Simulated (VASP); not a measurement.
A convergence study with VASP on Ag (fcc): one setting is varied, all else stays as given below, so the limit is that of these other settings.

```
CELL_PARAMETERS angstrom
      0.00000     2.04500     2.04500
      2.04500     0.00000     2.04500
      2.04500     2.04500     0.00000
ATOMIC_POSITIONS crystal
  Ag 0.00000 0.00000 0.00000
```

Computed with PBEsol GGA, VASP's PBE PAW potentials (set 64) (plane waves; VASP 6.6.1). The tightest run used: 550 eV cut-off, 21×21×21 Monkhorst-Pack mesh, first-order Methfessel-Paxton smearing of 0.10 eV, potentials Ag.

Problem. The settings run are 1×1×1 mesh; 2×2×2 mesh; 3×3×3 mesh; 4×4×4 mesh; 5×5×5 mesh; 6×6×6 mesh; 7×7×7 mesh; 8×8×8 mesh; 9×9×9 mesh; 10×10×10 mesh; 11×11×11 mesh; 12×12×12 mesh; 13×13×13 mesh; 14×14×14 mesh; 15×15×15 mesh; 16×16×16 mesh; 17×17×17 mesh; 18×18×18 mesh; 19×19×19 mesh; 20×20×20 mesh; 21×21×21 mesh. From which on does the energy per atom stay within 0.01 eV/atom of the tightest run?

Solution. From 10×10×10 mesh on: it is off by 0.0075 there and by no more than 0.01 in any finer run, while 9×9×9 mesh is off by 0.0219.
```tsv
setting	E (eV/atom)	pressure (GPa)	irreducible k-points	difference judged (eV/atom)
1×1×1 mesh	-10.9907	-81.01	1	7.6895
2×2×2 mesh	-2.6001	1.62	2	0.7012
3×3×3 mesh	-3.6251	-6.34	4	0.3238
4×4×4 mesh	-3.2515	-1.57	10	0.0497
5×5×5 mesh	-3.4236	-4.04	10	0.1224
6×6×6 mesh	-3.2978	-2.63	28	0.0035
7×7×7 mesh	-3.3550	-3.55	20	0.0538
8×8×8 mesh	-3.3039	-3.27	60	0.0026
9×9×9 mesh	-3.3232	-3.35	35	0.0219
10×10×10 mesh	-3.3087	-3.18	110	0.0075
11×11×11 mesh	-3.3070	-3.57	56	0.0057
12×12×12 mesh	-3.3060	-3.17	182	0.0047
13×13×13 mesh	-3.3032	-3.41	84	0.0019
14×14×14 mesh	-3.3055	-3.21	280	0.0043
15×15×15 mesh	-3.3006	-3.26	120	0.0007
16×16×16 mesh	-3.3042	-3.20	408	0.0030
17×17×17 mesh	-3.3005	-3.15	165	0.0008
18×18×18 mesh	-3.3040	-3.21	570	0.0028
19×19×19 mesh	-3.3005	-3.14	220	0.0008
20×20×20 mesh	-3.3040	-3.18	770	0.0027
21×21×21 mesh	-3.3013	-3.18	286	0.0000
```

Left out are rungs that failed or repeat a setting and relaxations that didn't move; long series are thinned to 24 rows.

The compound is Ag in the fcc structure. The cell was not relaxed at this level.
